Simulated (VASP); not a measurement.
VASP, PAW. Band gap of PbSe (rock salt) (no spin-orbit coupling).

```tsv
level	band gap (eV)
PBEsol (own cell)	0.17
```

Estimate the band gap from optB88-vdW (own cell), SCAN (own cell), r2SCAN+rVV10 (own cell).

```yaml
optB88-vdW (own cell): 0.44 eV
SCAN (own cell): 0.56 eV
r2SCAN+rVV10 (own cell): 0.58 eV
```

Only levels that ran to the end are used. Left out are those held back, those with too coarse a band path, GW runs whose mesh misses a band edge, hybrids' fits of cells that aren't cubic and levels without matching references; a question may draw on a part of the rest.

The compound is PbSe in the rock salt structure.
